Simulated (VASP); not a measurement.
MgTe: energy against volume

MgTe (zinc blende, F-43m, 34.448 Å³/atom and stress up to 0.01 GPa in the relaxed cell, cube axes along x, y and z) under an equal strain ε along all three axes. PBE in VASP (plane waves, PAW), 480 eV, 8×8×8 Γ-centred mesh, Gaussian smearing 0.05 eV; ions are relaxed, or left where forces stay under 0.02 eV/Å, within the symmetry of each cell.

Here V stands for volume and E for E less E0.

| volume (Å³/atom) | E less E0 (meV/atom) | pressure (GPa) |
|---|---|---|
| 31.4398 | ? | ? |
| 32.4222 | 14.21 | 2.36 |
| 32.9210 | 7.88 | 1.71 |
| 33.4249 | 3.46 | 1.10 |
| 33.9339 | 0.86 | 0.54 |
| 34.4481 | 0.00 | 0.01 |
| 34.9674 | 0.79 | -0.49 |
| 35.4919 | 3.16 | -0.95 |
| 36.0216 | 7.03 | -1.39 |
| 36.5566 | 12.34 | -1.79 |

**Question.** Using the third-order Birch-Murnaghan form, a cubic in V^(-2/3), estimate the missing E at V = 31.4398 from the other rows, showing the fit.

**Answer.** With u = V^(-2/3) - 0.0945, the rows have u = 0.0038494, 0.0028534, 0.0018725, 0.0009064, -0.0000454, -0.0009829, -0.0019065, -0.0028165, -0.0037132. Least squares gives E = 0.001 + 107.9·u + 927314·u² + 922790·u³. Residuals (row less fit): 0.000, 0.000, -0.001, -0.001, 0.002, 0.000, 0.001, -0.003, 0.001; standard error 0.002 (degrees of freedom: 5). Its minimum lies at u = -0.0000582, so V0 = (0.0944418)^(-3/2) = 34.46. There d²E/du² = 1854000 and d³E/du³ = 5537000, so B0 = (4/9) × 34.46^(-7/3) × 1854000 × 0.160218 = 34.2 GPa (the last factor turns the table's units into GPa), and B0' = 4 + (2/3) × 0.0944418 × (5537000)/1854000 = 4.2. B0' rests on the cubic coefficient alone and has a standard error of 0.1 from these residuals. At the withheld row, u = 0.0058876, so E = 0.001 + 107.9 × 0.0058876 + 927314 × 0.0058876² + 922790 × 0.0058876³ = 32.969 meV/atom. The calculation gives 32.95 meV/atom, 0.019 meV/atom below the prediction (0.1 % of the range of E in the table). The row lies outside the fitted rows, so this is an extrapolation. The scatter of the fitted rows lies at the last printed digit.

Spin-orbit coupling is left out, which can shift these values for the heavy elements here. Other structures, which can take over under pressure, weren't tried. The same form fitted to the pressure column gives B0' = 4.2; series where the two differ by over 0.4 aren't shown. MgTe stands in this structure, whereas wurtzite is the usual form. Rows are the converged runs of the series near zero and its far end, less any whose ions stayed unrelaxed beside relaxed ones; series whose fitted rows scatter by over a few per cent of the range, as at a crossing or softening among them, aren't shown in this form.
